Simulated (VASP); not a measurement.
Level of theory: PBE GGA, VASP's PBE PAW potentials (set 64) (plane waves; VASP).

The input files of a VASP run:

**KPOINTS**
```
Automatic mesh
0
Gamma
10 10 8
0 0 0
```

**INCAR**
```
ALGO=Normal
EDIFF=1E-6
ENCUT=520
GGA=PE
ISIF=2
ISMEAR=1
LASPH=T
LCHARG=F
LREAL=F
LWAVE=F
NELM=100
PREC=Accurate
SIGMA=0.1
SYSTEM=MgB2
```

### POSCAR
```
MgB2
1.0
  1.5033750000  -2.7403260000   0.0000000000
  1.5033750000   2.7403260000   0.0000000000
  0.0000000000   0.0000000000   3.5143660000
Mg B
1 2
direct
  0.0000000000   0.0000000000   0.0000000000
  0.3333330000   0.6666670000   0.5000000000
  0.6968860000   0.3635520000   0.5000000000
```

POTCAR, in this order: Mg_pv B (PBE.64 set). Program: vasp_std.

The resulting files:

OSZICAR:
```
       N       E                     dE             d eps       ncg     rms          rms(c)
DAV:   1     0.646456746886E+02    0.64646E+02   -0.95145E+03  5768   0.127E+03
DAV:   2    -0.146308502046E+02   -0.79277E+02   -0.76370E+02  6193   0.295E+02
DAV:   3    -0.168900670092E+02   -0.22592E+01   -0.22309E+01  7242   0.541E+01
DAV:   4    -0.169080737165E+02   -0.18007E-01   -0.17987E-01  6706   0.441E+00
DAV:   5    -0.169082357856E+02   -0.16207E-03   -0.16205E-03  7013   0.397E-01    0.528E+00
DAV:   6    -0.154671617030E+02    0.14411E+01   -0.16103E+00  6299   0.898E+00    0.251E+00
DAV:   7    -0.152157434069E+02    0.25142E+00   -0.77762E-01  6740   0.546E+00    0.772E-01
DAV:   8    -0.152159682729E+02   -0.22487E-03   -0.28369E-02  6398   0.181E+00    0.169E-01
DAV:   9    -0.152157412404E+02    0.22703E-03   -0.91750E-04  6911   0.325E-01    0.435E-02
DAV:  10    -0.152157293219E+02    0.11919E-04   -0.79220E-05  6844   0.146E-01    0.125E-02
DAV:  11    -0.152157308607E+02   -0.15388E-05   -0.38687E-06  6565   0.215E-02    0.417E-03
DAV:  12    -0.152157310106E+02   -0.14994E-06   -0.88890E-07  3741   0.167E-02
   1 F= -.15215731E+02 E0= -.15215727E+02  d E =-.129356E-04
```

### OUTCAR
```
------------------------ aborting loop because EDIFF is reached ----------------------------------------
  FORCE on cell =-STRESS in cart. coord.  units (eV):
  Direction    XX          YY          ZZ          XY          YZ          ZX
  --------------------------------------------------------------------------------------
  Total        1.8162484     -1.8924442      0.2414147     -0.1858303      0.0000000      0.0000000
  in kB      100.4938021   -104.7097500     13.3575772    -10.2820729      0.0000000      0.0000000
  external PRESSURE =       3.0472098 kB  Pullay stress =       0.0000000 kB
  volume of cell :       28.96
      direct lattice vectors                 reciprocal lattice vectors
     1.503375000 -2.740326000  0.000000000     0.332585017 -0.182460043  0.000000000
     1.503375000  2.740326000  0.000000000     0.332585017  0.182460043  0.000000000
     0.000000000  0.000000000  3.514366000     0.000000000  0.000000000  0.284546345
 POSITION                                       TOTAL-FORCE (eV/Angst)
 -----------------------------------------------------------------------------------
      0.00000      0.00000      0.00000         0.228282      0.017958      0.000000
      1.50337      0.91344      1.75718         0.746957     -0.224881      0.000000
      1.59424     -0.91344      1.75718        -0.975240      0.206923      0.000000
 -----------------------------------------------------------------------------------
    total drift:                               -0.000073     -0.000013      0.000000
  FREE ENERGIE OF THE ION-ELECTRON SYSTEM (eV)
  ---------------------------------------------------
  free  energy   TOTEN  =       -15.2157310106 eV

  energy  without entropy=      -15.2157180750  energy(sigma->0) =      -15.21572670
```
(Selected blocks of OUTCAR.)

File OUTCAR:
```
 val. band max:        5.0590757868   @ k =   0.4000   0.2000   0.2500

 cond. band min:       5.0677274287   @ k =   0.5000   0.3000   0.3750


 Fermi energy:         5.0657979940

 k-point     1 :       0.0000    0.0000    0.0000
  band No.  band energies     occupation
      1     -36.8752      2.00000
      2     -36.8719      2.00000
      3     -36.8584      2.00000
      4      -7.3958      2.00000
      5       2.1183      2.00000
      6       4.8040      2.00135
      7       5.9879     -0.00000
      8       6.7527     -0.00000
      9      10.4539      0.00000
     10      11.8329      0.00000
     11      13.5004      0.00000

 k-point     2 :       0.1000   -0.0000    0.0000
  band No.  band energies     occupation
      1     -36.8788      2.00000
      2     -36.8734      2.00000
      3     -36.8578      2.00000
      4      -7.2173      2.00000
      5       2.2951      2.00000
      6       4.1664      2.00000
      7       5.3787     -0.00009
      8       6.9191     -0.00000
      9      11.2536      0.00000
     10      11.4157      0.00000
     11      13.9158      0.00000

 k-point     3 :      -0.0000    0.1000    0.0000
  band No.  band energies     occupation
      1     -36.8769      2.00000
      2     -36.8753      2.00000
      3     -36.8578      2.00000
      4      -7.2161      2.00000
      5       2.2870      2.00000
      6       4.4407      2.00000
      7       5.0848      0.68512
      8       6.8904     -0.00000
      9      10.4836      0.00000
     10      12.3701      0.00000
     11      13.9220      0.00000

 k-point     4 :       0.2000   -0.0000    0.0000
  band No.  band energies     occupation
      1     -36.8894      2.00000
      2     -36.8762      2.00000
      3     -36.8563      2.00000
      4      -6.6855      2.00000
      5       2.5714      2.00000
      6       2.8221      2.00000
      7       4.3456      2.00000
      8       7.4002      0.00000
      9      10.5523      0.00000
...
```

The compound is MgB2 in the AlB2 type structure. The cell was not relaxed at this level, atoms are displaced from their ideal sites. The run is one of a series of settings (POTCAR Mg_pv B (PBE.64 set) against the base run), some of them coarse on purpose.
